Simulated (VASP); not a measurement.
Computed with PBE GGA, VASP's PBE PAW potentials (set 64) (plane waves; VASP).

A VASP calculation is set up with these files.

POSCAR:
```
Y
1
    1.8250000000    -3.1609930000     0.0000000000
    1.8250000000     3.1609930000     0.0000000000
    0.0000000000     0.0000000000     5.7300000000
Y
2
Direct
  0.3333330000   0.6666670000   0.2500000000
  0.6666670000   0.3333330000   0.7500000000
```

### INCAR
```
# general
SYSTEM  = Y
PREC    = Accurate
ENCUT   = 400   # plane-wave cut-off (eV)
LREAL   = F   # projection in real space or not
LASPH   = T

# electronic loop
EDIFF   = 1E-6   # SCF stop (eV)
NELM    = 100
ALGO    = Fast   # Davidson, then RMM-DIIS
LMAXMIX = 4   # l cut-off of mixed one-centre charges

# smearing
ISMEAR  = 1   # Methfessel-Paxton
SIGMA   = 0.1   # width (eV)

# functional
GGA     = PE

# ions
ISIF    = 2   # forces and stress, cell fixed

# output
LWAVE   = F
LCHARG  = F
```

KPOINTS:
```
Automatic mesh
0
Gamma
10 10 6
0 0 0
```

POTCAR, in this order: Y_sv (PBE.64 set). Program: vasp_std.

Output of the run:

OUTCAR:
```
 ion  position               nearest neighbor table
   1  0.333  0.667  0.250-   2 3.56   2 3.56   2 3.56   2 3.56   2 3.56   2 3.56
   2  0.667  0.333  0.750-   1 3.56   1 3.56   1 3.56   1 3.56   1 3.56   1 3.56
  LATTYP: Found a hexagonal cell.
 ALAT       =     3.6500002392
 C/A-ratio  =     1.5698629108
 Subroutine PRICEL returns:
 Original cell was already a primitive cell.
 Subroutine GETGRP returns: Found 24 space group operations
The static configuration has the point symmetry D_3d.
 The point group associated with its full space group is D_6h.
The dynamic configuration has the point symmetry D_3d.
 Subroutine INISYM returns: Found 24 space group operations
 Subroutine IBZKPT returns following result:
 Found     56 irreducible k-points:

 Following reciprocal coordinates:
            Coordinates               Weight
  0.000000  0.000000  0.000000      1.000000
  0.100000 -0.000000  0.000000      6.000000
  0.200000 -0.000000  0.000000      6.000000
  0.300000 -0.000000  0.000000      6.000000
  0.400000 -0.000000  0.000000      6.000000
  0.500000  0.000000  0.000000      3.000000
  0.100000  0.100000  0.000000      6.000000
...
```

File OSZICAR:
```
       N       E                     dE             d eps       ncg     rms          rms(c)
DAV:   1     0.754079614628E+02    0.75408E+02   -0.10306E+04  1704   0.116E+03
DAV:   2    -0.622784149178E+01   -0.81636E+02   -0.80883E+02  2123   0.251E+02
DAV:   3    -0.131450213038E+02   -0.69172E+01   -0.68429E+01  3148   0.435E+01
DAV:   4    -0.132660751061E+02   -0.12105E+00   -0.12100E+00  1871   0.667E+00
DAV:   5    -0.132694046957E+02   -0.33296E-02   -0.33295E-02  2382   0.833E-01    0.325E+01
RMM:   6    -0.129342080221E+02    0.33520E+00   -0.40586E-01  1784   0.427E+00    0.205E+01
RMM:   7    -0.128876787664E+02    0.46529E-01   -0.11091E+00  2283   0.683E+00    0.185E+00
RMM:   8    -0.128660244063E+02    0.21654E-01   -0.13359E-01  1879   0.266E+00    0.856E-01
RMM:   9    -0.128679687800E+02   -0.19444E-02   -0.23790E-02  2553   0.834E-01    0.507E-01
RMM:  10    -0.128695702152E+02   -0.16014E-02   -0.83598E-03  2941   0.382E-01    0.147E+00
RMM:  11    -0.128682350432E+02    0.13352E-02   -0.22558E-03  2439   0.453E-01    0.167E-01
RMM:  12    -0.128682747672E+02   -0.39724E-04   -0.68203E-04  2706   0.189E-01    0.154E-01
RMM:  13    -0.128682891639E+02   -0.14397E-04   -0.24755E-04  2867   0.760E-02    0.839E-02
RMM:  14    -0.128682939832E+02   -0.48193E-05   -0.11345E-04  2697   0.844E-02    0.472E-02
RMM:  15    -0.128682992781E+02   -0.52948E-05   -0.50612E-05  2575   0.296E-02    0.694E-03
RMM:  16    -0.128683016678E+02   -0.23898E-05   -0.25384E-05  2099   0.180E-02    0.405E-03
RMM:  17    -0.128683029216E+02   -0.12537E-05   -0.12476E-05  1833   0.134E-02    0.306E-03
RMM:  18    -0.128683037783E+02   -0.85675E-06   -0.77687E-06  1575   0.954E-03
   1 F= -.12868304E+02 E0= -.12869496E+02  d E =0.357617E-02
```

**OUTCAR**
```
------------------------ aborting loop because EDIFF is reached ----------------------------------------
  FORCE on cell =-STRESS in cart. coord.  units (eV):
  Direction    XX          YY          ZZ          XY          YZ          ZX
  --------------------------------------------------------------------------------------
  Total       -0.0354038     -0.0354039     -0.4790050      0.0000000      0.0000000      0.0000000
  in kB       -0.8580053     -0.8580055    -11.6085934      0.0000000      0.0000000      0.0000000
  external PRESSURE =      -4.4415347 kB  Pullay stress =       0.0000000 kB
  volume of cell :       66.11
      direct lattice vectors                 reciprocal lattice vectors
     1.825000000 -3.160993000  0.000000000     0.273972603 -0.158178142  0.000000000
     1.825000000  3.160993000  0.000000000     0.273972603  0.158178142  0.000000000
     0.000000000  0.000000000  5.730000000     0.000000000  0.000000000  0.174520070
 POSITION                                       TOTAL-FORCE (eV/Angst)
 -----------------------------------------------------------------------------------
      1.82500      1.05367      1.43250        -0.000000     -0.000000      0.000000
      1.82500     -1.05367      4.29750         0.000000      0.000000      0.000000
 -----------------------------------------------------------------------------------
    total drift:                                0.000000      0.000521     -0.000011
  FREE ENERGIE OF THE ION-ELECTRON SYSTEM (eV)
  ---------------------------------------------------
  free  energy   TOTEN  =       -12.8683037783 eV

  energy  without entropy=      -12.8718799470  energy(sigma->0) =      -12.86949583
```
(Selected blocks of OUTCAR.)

The compound is Y in the hcp structure. The cell was not relaxed at this level. The run is one of a series of settings (ALGO = Fast against the base run), some of them coarse on purpose.
